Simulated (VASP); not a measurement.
Method: PBE GGA, VASP's PBE PAW potentials (set 64) (plane waves; VASP).

A VASP calculation is set up with these files.

**INCAR**
```
SYSTEM=Zn31Se32
PREC=Normal; ENCUT=400; LREAL=Auto
LASPH=.True.; ISYM=0; NELECT=563.0
EDIFF=1E-5; NELM=100; NELMIN=4
ALGO=Fast; LMAXMIX=4
ISMEAR=0; SIGMA=0.05
GGA=PE
ISPIN=2; MAGMOM=63*0.0476; NUPDOWN=3
IBRION=2; NSW=60; ISIF=2
EDIFFG=-0.03
LWAVE=.False.; LCHARG=.False.; LORBIT=10
```

**KPOINTS**
```
Automatic
0
gamma
 1 1 1
0 0 0
```

**POSCAR**
```
Zn31Se32
1
   11.4825331932     0.0000000000     0.0000000000
    0.0000000000    11.4825331932     0.0000000000
   -0.0000000000    -0.0000000000    11.4825331932
Zn Se
31 32
Direct
  0.5000000000   0.0000000000   0.0000000000
  0.7500000000   0.2500000000   0.0000000000
  0.7500000000   0.0000000000   0.2500000000
  0.0000000000   0.0000000000   0.0000000000
  0.2500000000   0.2500000000   0.0000000000
  0.5000000000   0.5000000000   0.0000000000
  0.7500000000   0.7500000000   0.0000000000
  0.2500000000   0.0000000000   0.2500000000
  0.5000000000   0.2500000000   0.2500000000
  0.7500000000   0.5000000000   0.2500000000
  0.5000000000   0.0000000000   0.5000000000
  0.7500000000   0.2500000000   0.5000000000
  0.7500000000   0.0000000000   0.7500000000
  0.0000000000   0.5000000000   0.0000000000
  0.2500000000   0.7500000000   0.0000000000
  0.0000000000   0.2500000000   0.2500000000
  0.2500000000   0.5000000000   0.2500000000
  0.5000000000   0.7500000000   0.2500000000
  0.0000000000   0.0000000000   0.5000000000
  0.2500000000   0.2500000000   0.5000000000
  0.7500000000   0.7500000000   0.5000000000
  0.2500000000   0.0000000000   0.7500000000
  0.5000000000   0.2500000000   0.7500000000
  0.7500000000   0.5000000000   0.7500000000
  0.0000000000   0.7500000000   0.2500000000
  0.0000000000   0.5000000000   0.5000000000
  0.2500000000   0.7500000000   0.5000000000
  0.0000000000   0.2500000000   0.7500000000
  0.2500000000   0.5000000000   0.7500000000
  0.5000000000   0.7500000000   0.7500000000
  0.0000000000   0.7500000000   0.7500000000
  0.6250000000   0.1250000000   0.1250000000
  0.8750000000   0.3750000000   0.1250000000
  0.8750000000   0.1250000000   0.3750000000
  0.1250000000   0.1250000000   0.1250000000
  0.3750000000   0.3750000000   0.1250000000
  0.6250000000   0.6250000000   0.1250000000
  0.8750000000   0.8750000000   0.1250000000
  0.3750000000   0.1250000000   0.3750000000
  0.6254110000   0.3791210000   0.3785040000
  0.8750000000   0.6250000000   0.3750000000
  0.6250000000   0.1250000000   0.6250000000
  0.8750000000   0.3750000000   0.6250000000
  0.8750000000   0.1250000000   0.8750000000
  0.1250000000   0.6250000000   0.1250000000
  0.3750000000   0.8750000000   0.1250000000
  0.1250000000   0.3750000000   0.3750000000
  0.3759330000   0.6266830000   0.3753560000
  0.6250000000   0.8750000000   0.3750000000
  0.1250000000   0.1250000000   0.6250000000
  0.3760700000   0.3791300000   0.6264600000
  0.6245310000   0.6225700000   0.6284010000
  0.8750000000   0.8750000000   0.6250000000
  0.3750000000   0.1250000000   0.8750000000
  0.6250000000   0.3750000000   0.8750000000
  0.8750000000   0.6250000000   0.8750000000
  0.1250000000   0.8750000000   0.3750000000
  0.1250000000   0.6250000000   0.6250000000
  0.3750000000   0.8750000000   0.6250000000
  0.1250000000   0.3750000000   0.8750000000
  0.3750000000   0.6250000000   0.8750000000
  0.6250000000   0.8750000000   0.8750000000
  0.1250000000   0.8750000000   0.8750000000
```

POTCAR, in this order: Zn Se (PBE.64 set). Program: vasp_gam.

What VASP printed:

### OSZICAR
```
...
DAV:   1    -0.188016648870E+03   -0.31422E-03   -0.15663E+00  1464   0.207E+00    0.237E-01
RMM:   2    -0.188018014435E+03   -0.13656E-02   -0.14413E-02  1352   0.217E-01    0.904E-02
RMM:   3    -0.188018167749E+03   -0.15331E-03   -0.19060E-03  1352   0.805E-02    0.514E-02
RMM:   4    -0.188018187615E+03   -0.19866E-04   -0.30575E-04  1364   0.369E-02    0.422E-02
RMM:   5    -0.188018186431E+03    0.11842E-05   -0.73356E-05  1161   0.177E-02
   4 F= -.18801819E+03 E0= -.18801819E+03  d E =-.914238E-01  mag=     3.0000
       N       E                     dE             d eps       ncg     rms          rms(c)
DAV:   1    -0.188024656583E+03   -0.64690E-02   -0.23460E+00  1392   0.263E+00    0.318E-01
RMM:   2    -0.188027283713E+03   -0.26271E-02   -0.28810E-02  1352   0.296E-01    0.110E-01
RMM:   3    -0.188027567381E+03   -0.28367E-03   -0.35502E-03  1352   0.112E-01    0.799E-02
RMM:   4    -0.188027583533E+03   -0.16152E-04   -0.54610E-04  1371   0.490E-02    0.625E-02
RMM:   5    -0.188027573050E+03    0.10483E-04   -0.14063E-04  1303   0.246E-02    0.272E-02
RMM:   6    -0.188027576550E+03   -0.34997E-05   -0.40670E-05   973   0.102E-02
   5 F= -.18802758E+03 E0= -.18802758E+03  d E =-.939012E-02  mag=     3.0000
       N       E                     dE             d eps       ncg     rms          rms(c)
DAV:   1    -0.188028311464E+03   -0.73841E-03   -0.26233E+00  1432   0.277E+00    0.337E-01
RMM:   2    -0.188031266937E+03   -0.29555E-02   -0.32477E-02  1352   0.312E-01    0.118E-01
RMM:   3    -0.188031596400E+03   -0.32946E-03   -0.40177E-03  1352   0.119E-01    0.858E-02
RMM:   4    -0.188031617291E+03   -0.20891E-04   -0.62083E-04  1380   0.518E-02    0.670E-02
RMM:   5    -0.188031605537E+03    0.11755E-04   -0.15157E-04  1305   0.258E-02    0.294E-02
RMM:   6    -0.188031610054E+03   -0.45168E-05   -0.45325E-05   983   0.107E-02
   6 F= -.18803161E+03 E0= -.18803161E+03  d E =-.134236E-01  mag=     3.0000
       N       E                     dE             d eps       ncg     rms          rms(c)
DAV:   1    -0.188031589700E+03    0.15837E-04   -0.66043E-02  1480   0.441E-01    0.562E-02
RMM:   2    -0.188031665889E+03   -0.76189E-04   -0.85462E-04  1352   0.500E-02    0.213E-02
RMM:   3    -0.188031675885E+03   -0.99960E-05   -0.10886E-04  1218   0.191E-02    0.148E-02
RMM:   4    -0.188031676780E+03   -0.89488E-06   -0.17274E-05   820   0.880E-03
   7 F= -.18803168E+03 E0= -.18803168E+03  d E =-.134903E-01  mag=     3.0000
       N       E                     dE             d eps       ncg     rms          rms(c)
DAV:   1    -0.188033696098E+03   -0.20202E-02   -0.10848E+00  1392   0.178E+00    0.177E-01
RMM:   2    -0.188034944156E+03   -0.12481E-02   -0.13312E-02  1352   0.178E-01    0.667E-02
RMM:   3    -0.188035096329E+03   -0.15217E-03   -0.16422E-03  1353   0.665E-02    0.531E-02
RMM:   4    -0.188035107844E+03   -0.11515E-04   -0.26318E-04  1366   0.278E-02    0.459E-02
RMM:   5    -0.188035098570E+03    0.92732E-05   -0.51474E-05   964   0.129E-02
   8 F= -.18803510E+03 E0= -.18803510E+03  d E =-.342179E-02  mag=     3.0000
       N       E                     dE             d eps       ncg     rms          rms(c)
DAV:   1    -0.188033730089E+03    0.13778E-02   -0.26943E+00  1392   0.281E+00    0.282E-01
RMM:   2    -0.188036793185E+03   -0.30631E-02   -0.33002E-02  1352   0.280E-01    0.107E-01
RMM:   3    -0.188037181964E+03   -0.38878E-03   -0.41152E-03  1352   0.105E-01    0.814E-02
RMM:   4    -0.188037216314E+03   -0.34350E-04   -0.67102E-04  1381   0.447E-02    0.702E-02
RMM:   5    -0.188037197192E+03    0.19122E-04   -0.12779E-04  1236   0.204E-02    0.346E-02
RMM:   6    -0.188037202593E+03   -0.54008E-05   -0.68055E-05   983   0.103E-02
   9 F= -.18803720E+03 E0= -.18803720E+03  d E =-.552581E-02  mag=     3.0000
       N       E                     dE             d eps       ncg     rms          rms(c)
DAV:   1    -0.188037563786E+03   -0.36659E-03   -0.10450E+00  1400   0.168E+00    0.228E-01
RMM:   2    -0.188039706422E+03   -0.21426E-02   -0.23535E-02  1352   0.218E-01    0.770E-02
RMM:   3    -0.188039963364E+03   -0.25694E-03   -0.27971E-03  1354   0.816E-02    0.664E-02
RMM:   4    -0.188039982592E+03   -0.19228E-04   -0.44780E-04  1369   0.355E-02    0.579E-02
RMM:   5    -0.188039963442E+03    0.19149E-04   -0.88113E-05  1056   0.165E-02    0.275E-02
RMM:   6    -0.188039966293E+03   -0.28510E-05   -0.52214E-05   942   0.802E-03
  10 F= -.18803997E+03 E0= -.18803997E+03  d E =-.276370E-02  mag=     3.0000
       N       E                     dE             d eps       ncg     rms          rms(c)
DAV:   1    -0.188037358051E+03    0.26054E-02   -0.15522E+00  1408   0.205E+00    0.280E-01
RMM:   2    -0.188040541386E+03   -0.31833E-02   -0.35021E-02  1352   0.267E-01    0.955E-02
RMM:   3    -0.188040923859E+03   -0.38247E-03   -0.41504E-03  1354   0.994E-02    0.812E-02
RMM:   4    -0.188040952770E+03   -0.28911E-04   -0.66404E-04  1375   0.434E-02    0.705E-02
RMM:   5    -0.188040925280E+03    0.27490E-04   -0.13088E-04  1185   0.201E-02    0.330E-02
RMM:   6    -0.188040930164E+03   -0.48845E-05   -0.75198E-05   970   0.979E-03
  11 F= -.18804093E+03 E0= -.18804093E+03  d E =-.372757E-02  mag=     3.0000
       N       E                     dE             d eps       ncg     rms          rms(c)
DAV:   1    -0.188039579912E+03    0.13454E-02   -0.10860E+00  1408   0.164E+00    0.232E-01
RMM:   2    -0.188041910717E+03   -0.23308E-02   -0.25767E-02  1352   0.213E-01    0.754E-02
RMM:   3    -0.188042196354E+03   -0.28564E-03   -0.30000E-03  1354   0.803E-02    0.683E-02
RMM:   4    -0.188042216000E+03   -0.19646E-04   -0.47048E-04  1361   0.333E-02    0.606E-02
RMM:   5    -0.188042194809E+03    0.21191E-04   -0.83096E-05  1034   0.155E-02    0.310E-02
RMM:   6    -0.188042196275E+03   -0.14653E-05   -0.63945E-05   962   0.844E-03
  12 F= -.18804220E+03 E0= -.18804220E+03  d E =-.126611E-02  mag=     3.0000
       N       E                     dE             d eps       ncg     rms          rms(c)
DAV:   1    -0.188037679839E+03    0.45150E-02   -0.17845E+00  1400   0.210E+00    0.297E-01
RMM:   2    -0.188041512573E+03   -0.38327E-02   -0.42383E-02  1352   0.274E-01    0.971E-02
RMM:   3    -0.188041980821E+03   -0.46825E-03   -0.49219E-03  1354   0.103E-01    0.873E-02
RMM:   4    -0.188042012573E+03   -0.31752E-04   -0.76968E-04  1379   0.430E-02    0.773E-02
RMM:   5    -0.188041978803E+03    0.33770E-04   -0.13692E-04  1156   0.199E-02    0.396E-02
RMM:   6    -0.188041981961E+03   -0.31582E-05   -0.10446E-04   999   0.108E-02    0.136E-02
RMM:   7    -0.188041979436E+03    0.25246E-05   -0.94215E-06   819   0.533E-03
  13 F= -.18804198E+03 E0= -.18804198E+03  d E =-.104927E-02  mag=     3.0000
       N       E                     dE             d eps       ncg     rms          rms(c)
DAV:   1    -0.188041118812E+03    0.86315E-03   -0.60654E-01  1392   0.123E+00    0.174E-01
RMM:   2    -0.188042392649E+03   -0.12738E-02   -0.13899E-02  1352   0.156E-01    0.546E-02
RMM:   3    -0.188042547482E+03   -0.15483E-03   -0.15988E-03  1353   0.585E-02    0.512E-02
RMM:   4    -0.188042558521E+03   -0.11039E-04   -0.24714E-04  1253   0.236E-02    0.458E-02
RMM:   5    -0.188042549698E+03    0.88227E-05   -0.45333E-05   937   0.114E-02
  14 F= -.18804255E+03 E0= -.18804255E+03  d E =-.161953E-02  mag=     3.0000
       N       E                     dE             d eps       ncg     rms          rms(c)
DAV:   1    -0.188042763078E+03   -0.20456E-03   -0.53239E-01  1392   0.126E+00    0.153E-01
RMM:   2    -0.188043432608E+03   -0.66953E-03   -0.72995E-03  1352   0.146E-01    0.540E-02
RMM:   3    -0.188043505476E+03   -0.72868E-04   -0.89447E-04  1352   0.555E-02    0.418E-02
RMM:   4    -0.188043509337E+03   -0.38610E-05   -0.13442E-04  1316   0.244E-02    0.327E-02
RMM:   5    -0.188043505797E+03    0.35404E-05   -0.34657E-05   924   0.122E-02
  15 F= -.18804351E+03 E0= -.18804351E+03  d E =-.956098E-03  mag=     3.0000
```

OUTCAR:
```
------------------------ aborting loop because EDIFF is reached ----------------------------------------
  FORCE on cell =-STRESS in cart. coord.  units (eV):
  Direction    XX          YY          ZZ          XY          YZ          ZX
  --------------------------------------------------------------------------------------
  Total      -12.0414377    -12.0320049    -12.0404680      0.0725986      0.0191396      0.0479112
  in kB      -12.7431207    -12.7331382    -12.7420945      0.0768291      0.0202549      0.0507030
  external PRESSURE =     -12.7394511 kB  Pullay stress =       0.0000000 kB
  volume of cell :     1513.96
      direct lattice vectors                 reciprocal lattice vectors
    11.482533193  0.000000000  0.000000000     0.087088797  0.000000000  0.000000000
     0.000000000 11.482533193  0.000000000     0.000000000  0.087088797  0.000000000
     0.000000000  0.000000000 11.482533193     0.000000000  0.000000000  0.087088797
  FREE ENERGIE OF THE ION-ELECTRON SYSTEM (eV)
  ---------------------------------------------------
  free  energy   TOTEN  =      -188.0435057966 eV

  energy  without entropy=     -188.0435057954  energy(sigma->0) =     -188.04350580

 total charge

# of ion       s       p       d       tot
------------------------------------------
    1        0.520   0.417   9.777  10.715
    2        0.517   0.418   9.779  10.714
    3        0.517   0.419   9.779  10.715
    4        0.517   0.419   9.779  10.715
    5        0.517   0.418   9.779  10.715
    6        0.516   0.418   9.779  10.713
    7        0.517   0.418   9.779  10.714
    8        0.517   0.419   9.779  10.715
    9        0.519   0.415   9.776  10.710
   10        0.519   0.415   9.776  10.710
   11        0.516   0.417   9.779  10.712
   12        0.519   0.415   9.776  10.711
   13        0.517   0.418   9.779  10.715
   14        0.520   0.417   9.777  10.715
   15        0.517   0.418   9.779  10.714
   16        0.517   0.419   9.779  10.715
   17        0.519   0.415   9.776  10.710
   18        0.519   0.415   9.776  10.711
   19        0.521   0.418   9.777  10.715
   20        0.519   0.415   9.776  10.710
   21        0.519   0.415   9.776  10.711
   22        0.517   0.418   9.779  10.714
   23        0.519   0.415   9.776  10.711
   24        0.519   0.415   9.776  10.711
   25        0.517   0.419   9.779  10.715
   26        0.516   0.418   9.779  10.713
   27        0.519   0.415   9.776  10.711
   28        0.517   0.419   9.779  10.715
   29        0.519   0.415   9.776  10.711
   30        0.519   0.415   9.776  10.711
   31        0.517   0.418   9.779  10.714
   32        1.436   2.398   0.026   3.860
   33        1.436   2.398   0.026   3.860
   34        1.436   2.398   0.026   3.860
   35        1.435   2.404   0.026   3.865
   36        1.434   2.404   0.025   3.863
   37        1.434   2.404   0.025   3.864
   38        1.435   2.404   0.026   3.865
   39        1.434   2.405   0.025   3.864
   40        1.453   2.343   0.023   3.819
   41        1.434   2.405   0.025   3.864
   42        1.434   2.405   0.025   3.864
   43        1.434   2.405   0.025   3.864
   44        1.435   2.404   0.026   3.865
   45        1.436   2.398   0.026   3.860
   46        1.436   2.398   0.026   3.860
   47        1.434   2.405   0.025   3.864
   48        1.453   2.343   0.023   3.819
   49        1.434   2.405   0.025   3.864
   50        1.436   2.398   0.026   3.860
   51        1.453   2.343   0.023   3.819
   52        1.453   2.343   0.023   3.819
   53        1.436   2.398   0.026   3.860
   54        1.436   2.398   0.026   3.860
   55        1.434   2.405   0.025   3.864
   56        1.436   2.398   0.026   3.860
   57        1.436   2.398   0.026   3.860
   58        1.434   2.405   0.025   3.864
   59        1.434   2.405   0.025   3.864
   60        1.436   2.398   0.026   3.860
   61        1.434   2.405   0.025   3.864
   62        1.436   2.398   0.026   3.860
   63        1.435   2.404   0.026   3.865
--------------------------------------------------
tot         62.049  89.548 303.923 455.520

 magnetization (x)

# of ion       s       p       d       tot
------------------------------------------
    1       -0.002   0.002   0.009   0.009
    2       -0.002   0.000   0.007   0.006
    3       -0.002   0.000   0.007   0.006
    4       -0.002   0.001   0.007   0.006
    5       -0.002   0.000   0.007   0.006
    6       -0.001  -0.000   0.005   0.004
    7       -0.002   0.000   0.007   0.006
    8       -0.002   0.000   0.007   0.006
    9       -0.003   0.002   0.011   0.010
   10       -0.003   0.002   0.011   0.010
   11       -0.001  -0.000   0.005   0.004
   12       -0.003   0.002   0.011   0.010
   13       -0.002   0.000   0.007   0.006
   14       -0.002   0.002   0.009   0.008
   15       -0.002   0.000   0.007   0.006
   16       -0.002   0.000   0.007   0.006
   17       -0.003   0.002   0.011   0.010
   18       -0.003   0.002   0.011   0.010
...
```
(Selected blocks of OUTCAR.)

CONTCAR:
```
Zn31Se32
   1.00000000000000
    11.4825331932000001    0.0000000000000000    0.0000000000000000
     0.0000000000000000   11.4825331932000001    0.0000000000000000
     0.0000000000000000    0.0000000000000000   11.4825331932000001
  Zn              Se
    31    32
Direct
     0.5000681981906352    0.0002538127774899    0.0002450537970502
     0.7495200575676111    0.2505915673662755    0.9996728922182125
     0.7495363857475630    0.9995798735009662    0.2506973816281927
     0.0000329041947679    0.0001387288502958    0.0001796584864014
     0.2505054679493576    0.2505704640139771    0.0005828312429591
     0.5000259357306341    0.5001419378975590    0.0001530037513009
     0.7495244566978416    0.7495765118724124    0.0005724091561558
     0.2505393384419756    0.0005422264261398    0.2505938936902153
     0.5033212242688716    0.2532383174511469    0.2533153326873097
     0.7471380617172078    0.4968982396807286    0.2531627467603750
     0.5000394713650548    0.0001587454261685    0.5001302531007041
     0.7471710326645320    0.2531529233582996    0.4970486043225280
     0.7495123650469010    0.0005822884923299    0.7496259426419924
     0.0000247038302167    0.5001011170314101    0.0002077303459074
     0.2505702560056091    0.7496190135277088    0.9996589222051908
     0.0004727836107255    0.2505575128900467    0.2506044794254975
     0.2529346500709185    0.5033525930220644    0.2530778971051311
     0.4967585757162369    0.7471661232092559    0.2531764177019726
     0.0000261273788819    0.0002035442723579    0.5001206653013224
     0.2528519622800823    0.2530282953478191    0.5033827222639472
     0.7472032287057309    0.7473258823671384    0.5032735543957035
     0.2505693548597604    0.9996059763329213    0.7496073097813249
     0.4969014882072146    0.2531635042722611    0.7472976652123662
     0.7470209308685625    0.5034230165258891    0.7471073957121815
     0.9995802295629075    0.7496573688456513    0.2506715872820668
     0.0000566829173840    0.5001112461321761    0.5001738822885684
     0.2529799670908048    0.7471991320154823    0.4969134205554865
     0.9995545216832858    0.2506116206182581    0.7496688932234221
     0.2530530373988448    0.4968467590869234    0.7472060970492935
     0.5031947459824125    0.7472211809305138    0.7471968734334973
     0.0005476294828635    0.7495659015294559    0.7496078243880001
     0.6253186315737597    0.1251291384847290    0.1251880418330261
     0.8750179828240188    0.3748036359616780    0.1251062266555450
     0.8749983245414217    0.1250978765214833    0.3748670621785147
     0.1249916629851069    0.1250475478410062    0.1250911164619155
     0.3750650256016824    0.3751435757261621    0.1256653903014686
     0.6249481582717609    0.6250229700109773    0.1257253022155072
     0.8750312042967094    0.8751046139625833    0.1250988489261230
     0.3750284588132596    0.1256282923076591    0.3751373900749455
     0.6214364491873843    0.3787981804350254    0.3788761362359004
     0.8744586047515047    0.6250245983421399    0.3752123013494877
     0.6249740664896793    0.1257006878502412    0.6250649910786944
     0.8744495166614235    0.3751973183879723    0.6250678958937372
     0.8750354488467175    0.1250855644292146    0.8751305649729193
     0.1249980720374951    0.6253983411257313    0.1250884542141210
     0.3747910755360200    0.8751007486171853    0.1250802899727827
     0.1255484047137996    0.3751330620095006    0.3751479313298053
     0.3785617024198096    0.6215420064528189    0.3786908796874495
     0.6249396676286778    0.8744985878255174    0.3751766491119953
     0.1249814541692774    0.1250737320925100    0.6254140446831243
     0.3786000125692402    0.3786417725604334    0.6215511798133095
     0.6215017612578658    0.6216622165276644    0.6215086123574001
     0.8750728236973084    0.8751427738824479    0.6253799404409836
     0.3747843165438403    0.1250856568355374    0.8751123878175249
     0.6249520241399273    0.3752352703803765    0.8744943850421096
     0.8750407184493399    0.6253425322671117    0.8751134195399932
     0.1249981720250654    0.8751273790047140    0.3748714952390609
     0.1256655522828026    0.6250006473586525    0.6250328617096069
     0.3750899672645511    0.8744899191914796    0.6250068312169980
     0.1249982013169769    0.3748311653744262    0.8751304103164907
     0.3751416167665776    0.6249886749119794    0.8744720700078910
     0.6252714878692361    0.8751335320736178    0.8751552158219664
     0.1250186592323642    0.8751065561763059    0.8751293323453184
```

The cell is charged, with a uniform compensating background. The supercell is sampled at Γ alone, which is coarse: total energies, pressure and levels can be off, energies of defects by several tenths of an eV.

The cell is a supercell with a defect, built from ZnSe (zinc blende): vac_Zn, charge +1.
